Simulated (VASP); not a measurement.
All values below come from RPBE GGA, VASP's PBE PAW potentials (set 64) (plane waves; VASP 6.6.1).

VASP input:

### POSCAR
```
Hf
1
    1.6141951718    -2.7958680115     0.0000000000
    1.6141951718     2.7958680115     0.0000000000
    0.0000000000     0.0000000000     5.1081021601
Hf
2
Direct
  0.3333330000   0.6666670000   0.2500000000
  0.6666670000   0.3333330000   0.7500000000
```

**INCAR**
```
ALGO = Normal
EDIFF = 1E-7
EDIFFG = -0.01
ENCUT = 520
GGA = RP
IBRION = 2
ISIF = 4
ISMEAR = 1
LASPH = .True.
LCHARG = .False.
LMAXMIX = 6
LREAL = .False.
LWAVE = .False.
NELM = 100
NSW = 30
PREC = Accurate
SIGMA = 0.1
SYSTEM = Hf
```

KPOINTS:
```
Automatic mesh
0
Gamma
13 13 7
0 0 0
```

POTCAR, in this order: Hf_pv (PBE.64 set). Program: vasp_std.

The run wrote:

### OUTCAR
```
 ion  position               nearest neighbor table
   1  0.333  0.667  0.250-   2 3.16   2 3.16   2 3.16   2 3.16   2 3.16   2 3.16
   2  0.667  0.333  0.750-   1 3.16   1 3.16   1 3.16   1 3.16   1 3.16   1 3.16
  LATTYP: Found a hexagonal cell.
 ALAT       =     3.2283903095
 C/A-ratio  =     1.5822442984
 Subroutine PRICEL returns:
 Original cell was already a primitive cell.
 Subroutine GETGRP returns: Found 24 space group operations
The static configuration has the point symmetry D_3d.
 The point group associated with its full space group is D_6h.
The dynamic configuration has the point symmetry D_3d.
 Subroutine INISYM returns: Found 24 space group operations
 Subroutine IBZKPT returns following result:
 Found     84 irreducible k-points:

 Following reciprocal coordinates:
            Coordinates               Weight
  0.000000  0.000000  0.000000      1.000000
  0.076923 -0.000000  0.000000      6.000000
  0.153846  0.000000  0.000000      6.000000
  0.230769  0.000000  0.000000      6.000000
  0.307692  0.000000  0.000000      6.000000
  0.384615  0.000000  0.000000      6.000000
  0.461538 -0.000000  0.000000      6.000000
  0.076923  0.076923  0.000000      6.000000
  0.153846  0.076923  0.000000     12.000000
  0.230769  0.076923  0.000000     12.000000
  0.307692  0.076923  0.000000     12.000000
  0.384615  0.076923  0.000000     12.000000
  0.461538  0.076923  0.000000      6.000000
  0.153846  0.153846  0.000000      6.000000
  0.230769  0.153846  0.000000     12.000000
  0.307692  0.153846  0.000000     12.000000
  0.384615  0.153846  0.000000     12.000000
  0.230769  0.230769  0.000000      6.000000
  0.307692  0.230769  0.000000     12.000000
  0.384615  0.230769  0.000000      6.000000
  0.307692  0.307692  0.000000      6.000000
  0.000000  0.000000  0.142857      2.000000
  0.076923 -0.000000  0.142857     12.000000
  0.153846  0.000000  0.142857     12.000000
  0.230769  0.000000  0.142857     12.000000
  0.307692  0.000000  0.142857     12.000000
  0.384615  0.000000  0.142857     12.000000
  0.461538 -0.000000  0.142857     12.000000
  0.076923  0.076923  0.142857     12.000000
  0.153846  0.076923  0.142857     24.000000
  0.230769  0.076923  0.142857     24.000000
  0.307692  0.076923  0.142857     24.000000
  0.384615  0.076923  0.142857     24.000000
  0.461538  0.076923  0.142857     12.000000
  0.153846  0.153846  0.142857     12.000000
  0.230769  0.153846  0.142857     24.000000
  0.307692  0.153846  0.142857     24.000000
  0.384615  0.153846  0.142857     24.000000
  0.230769  0.230769  0.142857     12.000000
  0.307692  0.230769  0.142857     24.000000
   k-points           NKPTS =     84   k-points in BZ     NKDIM =     84   number of bands    NBANDS=     14
   number of dos      NEDOS =    301   number of ions     NIONS =      2
   total plane-waves  NPLWV =  23040
   dimension x,y,z NGX =    24 NGY =   24 NGZ =   40
   dimension x,y,z NGXF=    48 NGYF=   48 NGZF=   80
   ions per type =               2
   PREC   = accura    normal or accurate (medium, high low for compatibility)
   ISTART =      0    job   : 0-new  1-cont  2-samecut
   ICHARG =      2    charge: 1-file 2-atom 10-const
   ISPIN  =      1    spin polarized calculation?
   LNONCOLLINEAR =      F non collinear calculations
   LSORBIT =      F    spin-orbit coupling
   INIWAV =      1    electr: 0-lowe 1-rand  2-diag
   ENCUT  =  520.0 eV  38.22 Ry    6.18 a.u.   6.00  6.00  9.50*2*pi/ulx,y,z
   NELM   =    100;   NELMIN=  2; NELMDL= -5     # of ELM steps
   EDIFF  = 0.1E-06   stopping-criterion for ELM
   LREAL  =      F    real-space projection
...
```

File OSZICAR:
```
       N       E                     dE             d eps       ncg     rms          rms(c)
DAV:   1     0.476681434382E+02    0.47668E+02   -0.11772E+04  2376   0.135E+03
DAV:   2    -0.177054332961E+02   -0.65374E+02   -0.64396E+02  2934   0.267E+02
DAV:   3    -0.196841009080E+02   -0.19787E+01   -0.19473E+01  3234   0.308E+01
DAV:   4    -0.197038759064E+02   -0.19775E-01   -0.19707E-01  2718   0.376E+00
DAV:   5    -0.197042143732E+02   -0.33847E-03   -0.33842E-03  3344   0.390E-01    0.636E+01
DAV:   6    -0.191983697210E+02    0.50584E+00   -0.51599E-01  2532   0.561E+00    0.379E+01
DAV:   7    -0.190239915778E+02    0.17438E+00   -0.90729E-01  2538   0.711E+00    0.196E+00
DAV:   8    -0.190130281009E+02    0.10963E-01   -0.62697E-02  2622   0.189E+00    0.442E-01
DAV:   9    -0.190131478696E+02   -0.11977E-03   -0.12784E-03  3300   0.296E-01    0.230E-01
DAV:  10    -0.190131297057E+02    0.18164E-04   -0.58615E-05  2752   0.611E-02    0.261E-01
DAV:  11    -0.190131370996E+02   -0.73939E-05   -0.79714E-06  3096   0.284E-02    0.163E-02
DAV:  12    -0.190131373138E+02   -0.21415E-06   -0.69257E-07  3066   0.640E-03    0.355E-03
DAV:  13    -0.190131373061E+02    0.77337E-08   -0.22031E-08  1992   0.156E-03
   1 F= -.19013137E+02 E0= -.19012997E+02  d E =-.190131E+02
       N       E                     dE             d eps       ncg     rms          rms(c)
DAV:   1    -0.190138348929E+02   -0.69758E-03   -0.37902E-02  2394   0.162E+00    0.168E-01
DAV:   2    -0.190134347119E+02    0.40018E-03   -0.58162E-04  3120   0.192E-01    0.783E-02
DAV:   3    -0.190133058579E+02    0.12885E-03   -0.14397E-04  3182   0.857E-02    0.677E-02
DAV:   4    -0.190132843116E+02    0.21546E-04   -0.54283E-05  3352   0.535E-02    0.302E-02
DAV:   5    -0.190132848116E+02   -0.49996E-06   -0.34943E-06  2970   0.142E-02    0.182E-03
DAV:   6    -0.190132848149E+02   -0.33278E-08   -0.48699E-08  1782   0.181E-03
   2 F= -.19013285E+02 E0= -.19013201E+02  d E =-.147509E-03
```

**OUTCAR**
```
------------------------ aborting loop because EDIFF is reached ----------------------------------------
  FORCE on cell =-STRESS in cart. coord.  units (eV):
  Direction    XX          YY          ZZ          XY          YZ          ZX
  --------------------------------------------------------------------------------------
  Total       -0.0134345     -0.0134345     -0.0301775     -0.0000000     -0.0000000      0.0000000
  in kB       -0.4668435     -0.4668435     -1.0486540     -0.0000000     -0.0000000      0.0000000
  external PRESSURE =      -0.6607803 kB  Pullay stress =       0.0000000 kB
  volume of cell :       46.11
      direct lattice vectors                 reciprocal lattice vectors
     1.615841013 -2.798718691 -0.000000000     0.309436384 -0.178653182 -0.000000000
     1.615841013  2.798718691 -0.000000000     0.309436384  0.178653182  0.000000000
     0.000000000 -0.000000000  5.097701581     0.000000000  0.000000000  0.196166838
 POSITION                                       TOTAL-FORCE (eV/Angst)
 -----------------------------------------------------------------------------------
      1.61584      0.93291      1.27443         0.000000     -0.000000      0.000000
      1.61584     -0.93291      3.82328        -0.000000      0.000000      0.000000
 -----------------------------------------------------------------------------------
    total drift:                                0.000006      0.000187     -0.000016
  FREE ENERGIE OF THE ION-ELECTRON SYSTEM (eV)
  ---------------------------------------------------
  free  energy   TOTEN  =       -19.0132848149 eV

  energy  without entropy=      -19.0130338307  energy(sigma->0) =      -19.01320115

 reached required accuracy - stopping structural energy minimisation
```
(Selected blocks of OUTCAR.)

**CONTCAR**
```
Hf
   1.00000000000000
     1.6158410126185805   -2.7987186913379105   -0.0000000000000000
     1.6158410126185805    2.7987186913379105   -0.0000000000000000
     0.0000000000000000   -0.0000000000000000    5.0977015806993204
  Hf
     2
Direct
     0.3333330000000032    0.6666669999999968    0.2500000000000000
     0.6666669999999968    0.3333330000000032    0.7500000000000000
```

The compound is Hf in the hcp structure. This run relaxes it. Symmetry was kept, so distortions that lower it aren't found.
